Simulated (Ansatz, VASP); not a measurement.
# Al5AgS8 (Al5AgS8 (F-43m)): VASP beside Ansatz

Wanted: the spread between two codes on one cell, functional and k mesh.

Main program and level: Ansatz 0.2.0; plane waves, with VASP 6.6.1 beside it; single point at PBEsol.

## 1. The structure

The cell holds 56 atoms: 20 Al, 4 Ag and 32 S. Its edges and angles: a = 10.067 Å, b = 10.067 Å, c = 10.067 Å, α = 90.0°, β = 90.0°, γ = 90.0°. It derives from Al5AgS8 (Al5AgS8 (F-43m)).

## 2. VASP: single point, PBEsol

With cell and atoms fixed, the geometry can't cause a difference; cores, projectors, grids and the points listed under the comparison can.

Lines of VASP's logs that name or quote its potential files are left out, and so is its time.

The input, INCAR:

```
SYSTEM = Al5AgS8
PREC = Normal
ENCUT = 300
EDIFF = 1E-05
NELM = 120
ISMEAR = 0
SIGMA = 0.05
LREAL = Auto
ALGO = Fast
GGA = PS
LORBIT = 11
LWAVE = .FALSE.
LCHARG = .FALSE.
NCORE = 4
```

The input, POSCAR:

```
Al5AgS8
1.0
   10.0673453480      0.0000000000      0.0000000000
    0.0000000000      0.0000000000    -10.0673453480
    0.0000000000     10.0673453480      0.0000000000
Al Ag S
20 4 32
Direct
    0.6185261051      0.3814738949      0.1185261051
    0.1185261051      0.3814738949      0.6185261051
    0.1185261051      0.8814738949      0.1185261051
    0.6185261051      0.8814738949      0.6185261051
    0.8814738948      0.3814738949      0.3814738949
    0.3814738949      0.3814738949      0.8814738948
    0.3814738949      0.8814738949      0.3814738949
    0.8814738948      0.8814738949      0.8814738948
    0.8814738948      0.1185261051      0.1185261051
    0.3814738949      0.1185261051      0.6185261051
    0.3814738949      0.6185261052      0.1185261051
    0.8814738948      0.6185261052      0.6185261051
    0.6185261051      0.1185261051      0.3814738949
    0.1185261051      0.1185261051      0.8814738948
    0.1185261051      0.6185261052      0.3814738949
    0.6185261051      0.6185261052      0.8814738948
    0.0000000000      0.0000000000      0.5000000000
    0.5000000000      0.0000000000      0.0000000000
    0.5000000000      0.5000000000      0.5000000000
    0.0000000000      0.5000000000      0.0000000000
    0.2500000000      0.7500000000      0.7500000000
    0.7500000000      0.7500000000      0.2500000000
    0.7500000000      0.2500000000      0.7500000000
    0.2500000000      0.2500000000      0.2500000000
    0.3861298346      0.6138701654      0.8861298346
    0.8861298346      0.6138701654      0.3861298346
    0.8861298346      0.1138701654      0.8861298346
    0.3861298346      0.1138701654      0.3861298346
    0.1138701605      0.6138701654      0.6138701605
    0.6138701605      0.6138701654      0.1138701605
    0.6138701605      0.1138701654      0.6138701605
    0.1138701605      0.1138701654      0.1138701605
    0.1138701605      0.8861298396      0.8861298346
    0.6138701605      0.8861298396      0.3861298346
    0.6138701605      0.3861298395      0.8861298346
    0.1138701605      0.3861298395      0.3861298346
    0.3861298346      0.8861298396      0.6138701605
    0.8861298346      0.8861298396      0.1138701605
    0.8861298346      0.3861298395      0.6138701605
    0.3861298346      0.3861298395      0.1138701605
    0.8664006409      0.1335993591      0.3664006409
    0.3664006409      0.1335993591      0.8664006409
    0.3664006409      0.6335993591      0.3664006409
    0.8664006409      0.6335993591      0.8664006409
    0.1335993592      0.1335993591      0.6335993592
    0.6335993592      0.1335993591      0.1335993592
    0.6335993592      0.6335993591      0.6335993592
    0.1335993592      0.6335993591      0.1335993592
    0.1335993592      0.8664006408      0.3664006409
    0.6335993592      0.8664006408      0.8664006409
    0.6335993592      0.3664006408      0.3664006409
    0.1335993592      0.3664006408      0.8664006409
    0.8664006409      0.8664006408      0.6335993592
    0.3664006409      0.8664006408      0.1335993592
    0.3664006409      0.3664006408      0.6335993592
    0.8664006409      0.3664006408      0.1335993592
```

The input, KPOINTS:

```
Automatic mesh
0
Gamma
1 1 1
0 0 0
```

The projector-augmented-wave data sets are Al, Ag and S (PBE family, release 64).

Started as:

```bash
mpirun -np 4 vasp_gam
```

Numbers of over 12 decimals in the logs are rounded to 6 here.

Log:

```text
[banner, memory and clock lines left out]
running    4 mpi-ranks, on    1 nodes
[...]
|                                                                             |
|               ----> ADVICE to this user running VASP <----                  |
|                                                                             |
|     You enforced a specific xc type in the INCAR file but a different       |
|     [... a line on the potential file left out ...]
|     I HOPE YOU KNOW WHAT YOU ARE DOING!                                     |
|                                                                             |

 LDA part: xc-table for (Slater+PW92), standard interpolation
 POSCAR, INCAR and KPOINTS ok, starting setup
[...]
entering main loop
       N       E                     dE             d eps       ncg     rms          rms(c)
DAV:   1     0.174610362917E+04    0.17461E+04   -0.10520E+05   354   0.993E+02
DAV:   2    -0.105908454375E+03   -0.18520E+04   -0.17731E+04   460   0.242E+02
DAV:   3    -0.295848630871E+03   -0.18994E+03   -0.18821E+03   412   0.797E+01
DAV:   4    -0.301395490514E+03   -0.55469E+01   -0.55222E+01   412   0.160E+01
[...]
RMM:  14    -0.289623946133E+03   -0.55031E-04   -0.35343E-04   405   0.372E-02    0.448E-02
RMM:  15    -0.289623922914E+03    0.23219E-04   -0.10309E-04   377   0.190E-02    0.268E-02
RMM:  16    -0.289623920487E+03    0.24267E-05   -0.71261E-05   347   0.126E-02
   1 F= -.28962392E+03 E0= -.28962392E+03  d E =-.583202E-13
```

OUTCAR, selected parts (step 2):

```text
  Total        1.3001480      1.3001480      1.3001480      0.0000000      0.0000000      0.0000000
  in kB        2.0415428      2.0415428      2.0415428      0.0000000      0.0000000      0.0000000
  external PRESSURE =       2.0415428 kB  Pullay stress =       0.0000000 kB

 POSITION                                       TOTAL-FORCE (eV/Angst)
 -----------------------------------------------------------------------------------
      6.22692      1.19324     -3.84043         0.090575      0.090575      0.090575
      1.19324      6.22692     -3.84043         0.090575      0.090575      0.090575
      1.19324      1.19324     -8.87410         0.090575      0.090575      0.090575
      6.22692      6.22692     -8.87410         0.090575      0.090575      0.090575
      8.87410      3.84043     -3.84043        -0.090575     -0.090575      0.090575
      3.84043      8.87410     -3.84043        -0.090575     -0.090575      0.090575
      3.84043      3.84043     -8.87410        -0.090575     -0.090575      0.090575
      8.87410      8.87410     -8.87410        -0.090575     -0.090575      0.090575
      8.87410      1.19324     -1.19324        -0.090575      0.090575     -0.090575
      3.84043      6.22692     -1.19324        -0.090575      0.090575     -0.090575
      3.84043      1.19324     -6.22692        -0.090575      0.090575     -0.090575
      8.87410      6.22692     -6.22692        -0.090575      0.090575     -0.090575
      6.22692      3.84043     -1.19324         0.090575     -0.090575     -0.090575
      1.19324      8.87410     -1.19324         0.090575     -0.090575     -0.090575
[...]
-----------------------------------------------------------------------------------
    total drift:                                0.000216      0.000208      0.000203

  FREE ENERGIE OF THE ION-ELECTRON SYSTEM (eV)
  ---------------------------------------------------
  free  energy   TOTEN  =      -289.6239204871 eV

  energy  without entropy=     -289.6239204871  energy(sigma->0) =     -289.62392049

[... 3 further parts left out ...]
[key lines of the parts left out:]
E-fermi :   5.7687
```

The run ends at a pressure of 0.20 GPa, with forces up to 0.16 eV/Å.

(Part 1 of 2 ends here.)

[Lines on the potential files, build, host, timing and source positions are cut from VASP's logs without a mark.]

[Logs are printed without paths, hosts, clocks, repeated set-up lines and the standing remarks that a program may print on its own settings, such as how far it seeks lower states.]

[Hosts, paths, dates, database ids (printed as entryN), source tags and the programs' standing remarks are cut or masked in the printed files.]
